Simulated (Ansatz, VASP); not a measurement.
**Cross-check of CoO between VASP and Ansatz**

Aim: how closely do two programs agree when they are given the same cell, functional and k mesh? The cell is taken from a series of runs on this material, whose earlier steps may have relaxed, scaled, displaced or heated it; both programs get it as it stands.

Method: plane waves, with VASP 6.6.1 beside it; single point at PBE, DFT+U, in Ansatz 0.2.0.

## Step 1: Starting point

It takes space group Fm-3m (No. 225, cubic). Conventional cell: a = 4.263 Å, b = 4.263 Å, c = 4.263 Å, α = 90.00°, β = 90.00°, γ = 90.00°. Nearest to Co lie 6 O at 2.13 Å. O has 6 Co at 2.13 Å nearest. Farther neighbours and most contacts between anions are not listed.

## Step 2: Ansatz: single point, PBE, DFT+U, pair 1

Ansatz runs on its default PAW (the set named soft_2) files.

A single point gives forces, pressure and levels at one fixed geometry, so differences don't come from the geometry; what else differs is listed under the comparison.

Contents of input.yaml:

```yaml
crystal:
  lattice:
    - [0.0, 2.1315, 2.1315]
    - [0.0, 2.1315, -2.1315]
    - [-6.3945, -2.1315, 0.0]
  atoms:
    - { symbol: Co, position: [0.0, 0.0, 0.0], spin: 3.0 }
    - { symbol: Co, position: [0.333333333, 0.333333333, 0.666666667], spin: 3.0 }
    - { symbol: Co, position: [0.666666667, 0.666666667, 0.333333333], spin: -3.0 }
    - { symbol: O, position: [0.833333333, 0.833333333, 0.666666667] }
    - { symbol: O, position: [0.166666667, 0.166666667, 0.333333333] }
    - { symbol: O, position: [0.5, 0.5, 0.0] }
magnetization:
  spin_polarized: true
kpoints:
  mp_grid: { grid: [9, 9, 9] }
hamiltonian:
  xc: pbe
  hubbard:
    sites:
      - { species: Co, l: d, u_eff: 3.5 }
      - { site: 0, l: d, u_eff: 3.5, starting_ns: [{ spin: up, occupation_matrix: co1_major }, { spin: down, occupation_matrix: co1_minor }] }
      - { site: 1, l: d, u_eff: 3.5, starting_ns: [{ spin: up, occupation_matrix: co1_major }, { spin: down, occupation_matrix: co1_minor }] }
      - { site: 2, l: d, u_eff: 3.5, starting_ns: [{ spin: up, occupation_matrix: co1_minor }, { spin: down, occupation_matrix: co1_major }] }
    projectors: ortho-atomic
    occupation_matrices:
      co1_major:
        matrix:
          - [0.997, 0.0, 0.0, 0.0, 0.0]
          - [0.0, 0.999, 0.0, 0.0, 0.0]
          - [0.0, 0.0, 0.999, 0.0, 0.0]
          - [0.0, 0.0, 0.0, 0.997, 0.0]
          - [0.0, 0.0, 0.0, 0.0, 0.999]
      co1_minor:
        matrix:
          - [0.174, -0.069, -0.069, 0.0, -0.138]
          - [-0.069, 0.654, -0.301, -0.12, 0.301]
          - [-0.069, -0.301, 0.654, 0.12, 0.301]
          - [0.0, -0.12, 0.12, 0.174, 0.0]
          - [-0.138, 0.301, 0.301, 0.0, 0.654]
scf:
  occupations: { method: fermi_dirac, width: 0.05 }
output:
  eigenvalues: true
```

The run is started by

```
ansatz run input.yaml --threads 4 --pin off --max-ram 8192MiB --backend cpu --events-out ev --progress --plain --runs-dir out
```

Numbers of over 12 decimals in the logs are rounded to 6 here.

What it wrote:

```text
Warning: crystal.symmetry: narrowed to the stabiliser of the occupation matrices — unitary ops 16 → 2; lowered by the specified shells (site 0, l: d), (site 1, l: d), (site 2, l: d); largest admitted image defect 4.4e-16, smallest excluded 4.9e-4 — at a rounding scale rather than a splitting's, so precision (not physics) most likely lowered the group: (i) a fixed point transcribed at too few decimals — re-emit the block at full precision (to 7 decimals or more, rounded to nearest) from a symmetrised source (a converged report's `n_mat` / `n_mat_spinor`) (of a frozen-density pass: in the run whose state it reads); [rest of the remark cut]
Engine: ansatz 0.2.0, aarch64-unknown-linux-gnu
Pseudopotentials: kind: paw
Pseudopotential: Co, paw, valence charge 17, recommended cutoff 420 eV (normal), Co.paw.azcp
Pseudopotential: O, paw, valence charge 6, recommended cutoff 420 eV (normal), O.paw.azcp
Functional definition: PBE
  parameter kappa = 0.804
  parameter beta = 0.066725
  exchange = pbe_x(kappa = kappa, mu = beta*pi^2/3)
  correlation = pbe_c(beta = beta)
Crystal: 6 atoms, lattice volume = 58.104 Å³
Basis set: ecut = 420 eV, 1097 PW (Γ)
Bands: 47, of which v1, the nominal top of the filled ones, is band 35 counted from 1 (34 counted from 0)
Symmetry: 2 space group operations
k-points: 365 of 729
Non-local potential: Co, projectors of the file, l = 0: 3, l = 1: 2, l = 2: 3, l = 3: 1
Non-local potential: O, projectors of the file, l = 0: 2, l = 1: 2, l = 2: 1
PAW form: soft (Blöchl's): semilocal exchange-correlation on the pseudo side does not see the compensation charge
PAW one-centre angular grid: Co, 590 points (default); XC on 64 Gauss nodes
PAW one-centre angular grid: O, 110 points (default); XC on 64 Gauss nodes
Initial density: superposition of atomic densities (chi_scale 0.1, normalization cell, long waves kept (reshape's long-wave potential 0.00 eV rms))
Starting moments: Σ|m| = 9 μB on 3 of 6 sites
Initial wavefunctions: pseudopotential atomic-orbital guess
Functional: x = pbe(κ = 0.804, μ = 0.219515), c = pbe(β = 0.066725)
SCF iter   1: F=—  HF=-17076.250812 eV  |F-HF|=—  |Δ(HF+E_count)|=         —  Δρ=1.82e-1 (↑1.40e-1 ↓1.82e-1)  dr2=3.61e1  dr2_m=2.94e0  M=2.377 μB ∫|m|=6.662 μB  β_m=0.30  ethr=3.10e-3  ⟨swp⟩=5.3  Hψ=112586  notcnv=0  defer=92
preconditioner: auto → Kerker (q_TF=auto, 2.808 Å⁻¹)  [metal: Δε(μ)=0.002 eV  Ē_g=12.815 eV  σ=0.050 eV  W_gap=0.01  n_scr=20 (ndim 8)  ℏωp=32.7 eV  f_vac=0.000  D(μ)=5.99/eV (n_scr^D=80)]
spin=Collinear: Kerker preconditioning applied to the charge; magnetization (m = ρ↑ − ρ↓) channel mixes plain (no charge-response kernel on spin).
SCF iter   2: F=—  HF=-17072.875776 eV  |F-HF|=—  |Δ(HF+E_count)|=    3.38e0  Δρ=6.92e-2 (↑5.56e-2 ↓6.92e-2)  dr2=1.41e0  dr2_m=1.06e0  M=3.000 μB ∫|m|=8.543 μB  β_m=1.00  ethr=3.10e-3  ⟨swp⟩=3.0  Hψ=76400  notcnv=0  defer=2897
preconditioner: auto → Resta (q_TF=auto, 2.808 Å⁻¹)  ε∞=7.6  [insulator: Δε(μ)=1.063 eV  Ē_g=12.753 eV  σ=0.050 eV  W_gap=1.00  n_scr=20 (ndim 8)  ℏωp=32.7 eV  f_vac=0.000  D(μ)=0.00/eV (n_scr^D=0)  ε∞_Penn≈7.6]
spin=Collinear: Resta preconditioning applied to the charge; magnetization (m = ρ↑ − ρ↓) channel mixes plain (no charge-response kernel on spin).
SCF iter   3: F=—  HF=-17073.243365 eV  |F-HF|=—  |Δ(HF+E_count)|=   3.68e-1  Δρ=3.17e-2 (↑3.17e-2 ↓3.09e-2)  dr2=6.70e-1  dr2_m=6.44e-3  M=3.000 μB ∫|m|=8.591 μB  β_m=1.00  ethr=2.04e-3  ⟨swp⟩=3.0  Hψ=70355  notcnv=0  defer=3860
SCF iter   4: F=—  HF=-17073.642492 eV  |F-HF|=—  |Δ(HF+E_count)|=   3.99e-1  Δρ=8.92e-3 (↑8.56e-3 ↓8.92e-3)  dr2=7.10e-2  dr2_m=3.82e-3  M=3.000 μB ∫|m|=8.598 μB  β_m=0.30  ethr=9.71e-4  ⟨swp⟩=2.2  Hψ=52605  notcnv=0  defer=3930
Mixer restart at iter 4: flushing history
spin-set hold released at iteration 4 (site moments contracting): the magnetisation degrees of freedom join the quasi-Newton model from the next iteration; the mixer history was flushed
SCF iter   5: F=—  HF=-17073.839840 eV  |F-HF|=—  |Δ(HF+E_count)|=   1.97e-1  Δρ=6.30e-3 (↑5.96e-3 ↓6.30e-3)  dr2=2.26e-2  dr2_m=2.94e-3  M=3.000 μB ∫|m|=8.621 μB  β_m=0.61  ethr=1.03e-4  ⟨swp⟩=2.7  Hψ=61276  notcnv=0  defer=4068
SCF iter   6: F=—  HF=-17074.066361 eV  |F-HF|=—  |Δ(HF+E_count)|=   2.27e-1  Δρ=4.36e-3 (↑4.03e-3 ↓4.36e-3)  dr2=1.97e-2  dr2_m=3.24e-4  M=3.000 μB ∫|m|=8.623 μB  β_m=0.57  ethr=3.27e-5  ⟨swp⟩=2.0  Hψ=62986  notcnv=0  defer=4238
SCF iter   7: F=—  HF=-17074.064659 eV  |F-HF|=—  |Δ(HF+E_count)|=   1.70e-3  Δρ=9.49e-4 (↑9.22e-4 ↓9.49e-4)  dr2=1.11e-3  dr2_m=6.93e-5  M=3.000 μB ∫|m|=8.636 μB  β_m=0.64  ethr=2.86e-5  ⟨swp⟩=2.0  Hψ=61059  notcnv=0  defer=4333
SCF iter   8: F=—  HF=-17074.064941 eV  |F-HF|=—  |Δ(HF+E_count)|=   2.82e-4  Δρ=4.78e-4 (↑3.95e-4 ↓4.78e-4)  dr2=1.64e-4  dr2_m=2.22e-5  M=3.000 μB ∫|m|=8.634 μB  β_m=0.79  ethr=1.61e-6  ⟨swp⟩=2.0  Hψ=44034  notcnv=0  defer=4333
SCF iter   9: F=—  HF=-17074.065141 eV  |F-HF|=—  |Δ(HF+E_count)|=   2.00e-4  Δρ=2.56e-4 (↑1.99e-4 ↓2.56e-4)  dr2=4.47e-5  dr2_m=7.39e-6  M=3.000 μB ∫|m|=8.633 μB  β_m=0.90  ethr=2.38e-7  ⟨swp⟩=2.1  Hψ=45104  notcnv=0  defer=4333
SCF iter  10: F=—  HF=-17074.065176 eV  |F-HF|=—  |Δ(HF+E_count)|=   3.48e-5  Δρ=1.10e-4 (↑9.97e-5 ↓1.10e-4)  dr2=8.93e-6  dr2_m=8.09e-7  M=3.000 μB ∫|m|=8.634 μB  β_m=0.95  ethr=6.47e-8  ⟨swp⟩=2.1  Hψ=54576  notcnv=0  defer=4333
SCF iter  11: F=—  HF=-17074.065181 eV  |F-HF|=—  |Δ(HF+E_count)|=   5.57e-6  Δρ=9.41e-5 (↑9.41e-5 ↓8.08e-5)  dr2=7.59e-6  dr2_m=3.85e-7  M=3.000 μB ∫|m|=8.634 μB  β_m=0.91  ethr=1.29e-8  ⟨swp⟩=2.0  Hψ=55398  notcnv=0  defer=4333
SCF iter  12: F=—  HF=-17074.065182 eV  |F-HF|=—  |Δ(HF+E_count)|=   1.11e-6  Δρ=4.12e-5 (↑4.12e-5 ↓3.07e-5)  dr2=9.74e-7  dr2_m=2.00e-7  M=3.000 μB ∫|m|=8.634 μB  β_m=0.95  ethr=1.10e-8  ⟨swp⟩=2.0  Hψ=54641  notcnv=0  defer=4333
SCF iter  13: F=—  HF=-17074.065186 eV  |F-HF|=—  |Δ(HF+E_count)|=   3.33e-6  Δρ=3.90e-5 (↑3.90e-5 ↓3.02e-5)  dr2=9.45e-7  dr2_m=1.84e-7  M=3.000 μB ∫|m|=8.634 μB  β_m=0.98  ethr=1.41e-9  ⟨swp⟩=2.1  Hψ=51957  notcnv=0  defer=4333
SCF iter  14: F=—  HF=-17074.065188 eV  |F-HF|=—  |Δ(HF+E_count)|=   2.64e-6  Δρ=3.73e-5 (↑3.73e-5 ↓2.60e-5)  dr2=8.14e-7  dr2_m=1.64e-7  M=3.000 μB ∫|m|=8.634 μB  β_m=0.99  ethr=1.37e-9  ⟨swp⟩=2.0  Hψ=46367  notcnv=0  defer=4333
SCF iter  15: F=—  HF=-17074.065194 eV  |F-HF|=—  |Δ(HF+E_count)|=   5.31e-6  Δρ=2.92e-5 (↑2.92e-5 ↓2.01e-5)  dr2=3.22e-7  dr2_m=1.30e-7  M=3.000 μB ∫|m|=8.634 μB  β_m=0.56  ethr=1.18e-9  ⟨swp⟩=2.0  Hψ=55117  notcnv=0  defer=4333
SCF iter  16: F=—  HF=-17074.065198 eV  |F-HF|=—  |Δ(HF+E_count)|=   4.53e-6  Δρ=2.34e-5 (↑2.34e-5 ↓1.54e-5)  dr2=1.50e-7  dr2_m=9.23e-8  M=3.000 μB ∫|m|=8.634 μB  β_m=0.30  ethr=4.67e-10  ⟨swp⟩=2.2  Hψ=55474  notcnv=0  defer=4333
SCF iter  17: F=—  HF=-17074.065202 eV  |F-HF|=—  |Δ(HF+E_count)|=   3.55e-6  Δρ=1.72e-5 (↑1.72e-5 ↓1.28e-5)  dr2=8.54e-8  dr2_m=5.44e-8  M=3.000 μB ∫|m|=8.634 μB  β_m=0.80  ethr=1.45e-10  ⟨swp⟩=8.9  Hψ=144342  notcnv=0
SCF iter  18: F=-17074.065205 eV  HF=-17074.065205 eV  |F-HF|=1.47e-8  |Δ(HF+E_count)|=   3.60e-6  Δρ=7.67e-6 (↑7.38e-6 ↓7.67e-6)  dr2=6.21e-8  dr2_m=8.72e-9  M=3.000 μB ∫|m|=8.634 μB  ethr=1.24e-10  ⟨swp⟩=5.7  Hψ=120445  notcnv=0
SCF 1 converged in 18 iterations: F = -17074.065205 eV  dr2 = 6.21e-8
  greatest PAW one-centre occupation: 1.004 electrons in one spin orbital (limit 2), on the Co atom at site 1 (counted from 0), in its partial waves of l = 1
SCF converged after 18 iterations
Magnetization: 3.0000 μB (36.0000 up, 33.0000 down)
Absolute magnetization: 8.6315 μB (∫|ρ↑−ρ↓|, with the PAW one-centre terms)
Spin contamination: 2.9584 ħ² per cell (⟨S²⟩ above its minimum at these occupations)
Per-site moments (μB) at R_I (Å): [(2.588542, 0.879244), (2.588542, 0.879244), (-2.572768, 0.87924375), (0.145898, 0.879244), (-0.065523, 0.87924375), (0.145898, 0.879244)]
Free energy (F): -17074.065205 eV
Harris-Foulkes:  -17074.065205 eV  (|F-HF|=1.47e-8)
Internal energy: -17074.065205 eV  (E = F + TS)
E sigma→0 (E₀):  -17074.065205 eV
Fermi energy:    14.253986 eV
--- Per-component energies (eV) ---
  E_band       = -954.906058
  E_kinetic    = 1851.924435
  E_local      = -10307.508303  (includes V_loc(G=0)·N_el)
  E_nonlocal   = 1544.295226
  E_hartree    = 4229.712019
  E_xc         = -686.508758
  E_vxc        = -882.149496  (∫ρ·V_xc dr)
  E_hubbard    = 1.705363  (on-site DFT+U / exact-exchange correction)
  E_vhub       = -34.943627  (the Hubbard potential's part of the band-sum identity)
  E_paw        = -5031.497586  (= ΣΔE_a)
  E_vpaw       = -1585.956307  (= ΣTr[D̂ρ^β])
  E_aug_tail   = 0.007596  (compensation charges beyond the density's cutoff)
  E_ewald      = -8676.195198
  E_smearing   = -0.000000  (= −TS)
  E_closure    = -0.000000  (closes the sum)
  Σ components = -17074.065205   (vs F -17074.065205, Δ=0.00e0)
--- Specified on-site occupations, and those of the state reported ---
  electrons in the specified blocks: 21.9030 specified, 21.9167 found
  site 2 (l=d) ↑: largest change of an orbital's occupation 0.0216; electrons 2.3100 specified, 2.3261 found; spectral distance 0.0153
  site 0 (l=d) ↓: largest change of an orbital's occupation 0.0114; electrons 2.3100 specified, 2.3180 found; spectral distance 0.0083
  site 1 (l=d) ↓: largest change of an orbital's occupation 0.0114; electrons 2.3100 specified, 2.3180 found; spectral distance 0.0083
  site 2 (l=d) ↓: largest change of an orbital's occupation 0.0036; electrons 4.9910 specified, 4.9821 found; spectral distance 0.0050
  site 0 (l=d) ↑: largest change of an orbital's occupation 0.0018; electrons 4.9910 specified, 4.9862 found; spectral distance 0.0028
  site 1 (l=d) ↑: largest change of an orbital's occupation 0.0018; electrons 4.9910 specified, 4.9862 found; spectral distance 0.0028
--- Band table (eV; the first three rows and the last of 730) ---
  k-point 0 ↑: bands = [... 31 lower, 11.0833, 11.1941, 11.2269, 11.2815, 11.8527, 14.9853, 15.2187, 15.5382, ... 8 higher]
  k-point 1 ↑: bands = [... 31 lower, 11.0526, 11.1804, 11.2362, 11.3014, 11.8604, 15.1461, 15.2201, 15.5381, ... 8 higher]
  k-point 2 ↑: bands = [... 31 lower, 11.0443, 11.1611, 11.2665, 11.3565, 11.8746, 15.2115, 15.5378, 15.5402, ... 8 higher]
  k-point 364 ↓: bands = [... 31 lower, 12.2705, 13.0732, 15.5753, 15.7706, 16.3339, 16.9041, 17.0902, 17.2678, ... 8 higher]
Occupation matrices written to <dir>
```

(Part 1 of 2 ends here.)

[Lines on the potential files, build, host, timing and source positions are cut from VASP's logs without a mark.]

[Logs are printed without paths, hosts, clocks, repeated set-up lines and the standing remarks that a program may print on its own settings, such as how far it seeks lower states.]

[Hosts, paths, dates, database ids (printed as entryN), source tags and the programs' standing remarks are cut or masked in the printed files.]
